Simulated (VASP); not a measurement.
```yaml
crystal:
  lattice:
    - [0.00000, 2.61163, 2.61163]
    - [2.61163, 0.00000, 2.61163]
    - [2.61163, 2.61163, 0.00000]
  atoms:
    - { symbol: Mg, position: [0.00000, 0.00000, 0.00000] }
    - { symbol: S, position: [0.50000, 0.50000, 0.50000] }
```

All values below come from PBE GGA, VASP's PBE PAW potentials (set 64) (plane waves; VASP). Settings: 400 eV cut-off, 9×9×9 Γ-centred mesh, Gaussian smearing of 0.010 eV, potentials Mg S.

Give the electronic dielectric tensor ε∞ (DFPT, local fields included).

```
5.39  0.00  0.00
0.00  5.39  0.00
0.00  0.00  5.39
```

Give the Born effective charges.

| atom | Z*xx | Z*yy | Z*zz | mean |
|---|---|---|---|---|
| Mg1 | 2.34 | 2.34 | 2.34 | 2.34 |
| S2 | -2.34 | -2.34 | -2.34 | -2.34 |

The compound is MgS in the rock salt structure. It was relaxed first.
